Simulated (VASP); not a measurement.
All values below come from PBE GGA, VASP's PBE PAW potentials (set 64) (plane waves; VASP).

VASP input:

INCAR:
```
ALGO = Normal
EDIFF = 1E-6
ENCUT = 400
GGA = PE
ISIF = 2
ISMEAR = 1
LASPH = T
LCHARG = F
LMAXMIX = 4
LREAL = F
LWAVE = F
NELM = 100
PREC = Accurate
SIGMA = 0.1
SYSTEM = Cs
```

File KPOINTS:
```
Automatic mesh
0
Gamma
8 8 8
0 0 0
```

**POSCAR**
```
Cs
1
   -3.0500000000     3.0500000000     3.0500000000
    3.0500000000    -3.0500000000     3.0500000000
    3.0500000000     3.0500000000    -3.0500000000
Cs
1
Direct
  0.0000000000   0.0000000000   0.0000000000
```

POTCAR, in this order: Cs_sv (PBE.64 set). Program: vasp_std.

The resulting files:

OSZICAR:
```
       N       E                     dE             d eps       ncg     rms          rms(c)
DAV:   1     0.486966882926E+02    0.48697E+02   -0.24673E+03   464   0.624E+02
DAV:   2     0.337870870022E+01   -0.45318E+02   -0.44709E+02   592   0.118E+02
DAV:   3    -0.791424138067E+00   -0.41701E+01   -0.41688E+01   488   0.422E+01
DAV:   4    -0.842658167845E+00   -0.51234E-01   -0.51233E-01   872   0.562E+00
DAV:   5    -0.842667165626E+00   -0.89978E-05   -0.89977E-05   576   0.676E-02    0.131E-01
DAV:   6    -0.843027803698E+00   -0.36064E-03   -0.14690E-03   832   0.220E-01    0.876E-02
DAV:   7    -0.843857855063E+00   -0.83005E-03   -0.34843E-03   576   0.351E-01    0.372E-02
DAV:   8    -0.843964337537E+00   -0.10648E-03   -0.13732E-04   664   0.902E-02    0.407E-03
DAV:   9    -0.843965800229E+00   -0.14627E-05   -0.30767E-06   816   0.108E-02    0.269E-03
DAV:  10    -0.843965125245E+00    0.67498E-06   -0.85040E-07   592   0.507E-03
   1 F= -.84396513E+00 E0= -.84298701E+00  d E =-.293435E-02
```

### OUTCAR
```
------------------------ aborting loop because EDIFF is reached ----------------------------------------
  FORCE on cell =-STRESS in cart. coord.  units (eV):
  Direction    XX          YY          ZZ          XY          YZ          ZX
  --------------------------------------------------------------------------------------
  Total        0.0393934      0.0393934      0.0393934      0.0000000     -0.0000000      0.0000000
  in kB        0.5561271      0.5561271      0.5561271      0.0000000     -0.0000000      0.0000000
  external PRESSURE =       0.5561271 kB  Pullay stress =       0.0000000 kB
  volume of cell :      113.49
      direct lattice vectors                 reciprocal lattice vectors
    -3.050000000  3.050000000  3.050000000     0.000000000  0.163934426  0.163934426
     3.050000000 -3.050000000  3.050000000     0.163934426  0.000000000  0.163934426
     3.050000000  3.050000000 -3.050000000     0.163934426  0.163934426  0.000000000
 POSITION                                       TOTAL-FORCE (eV/Angst)
 -----------------------------------------------------------------------------------
      0.00000      0.00000      0.00000         0.000000     -0.000000      0.000000
 -----------------------------------------------------------------------------------
    total drift:                                0.000000     -0.000000      0.000000
  FREE ENERGIE OF THE ION-ELECTRON SYSTEM (eV)
  ---------------------------------------------------
  free  energy   TOTEN  =        -0.8439651252 eV

  energy  without entropy=       -0.8410307724  energy(sigma->0) =       -0.84298701
```
(Selected blocks of OUTCAR.)

The compound is Cs in the bcc structure. The cell was not relaxed at this level.
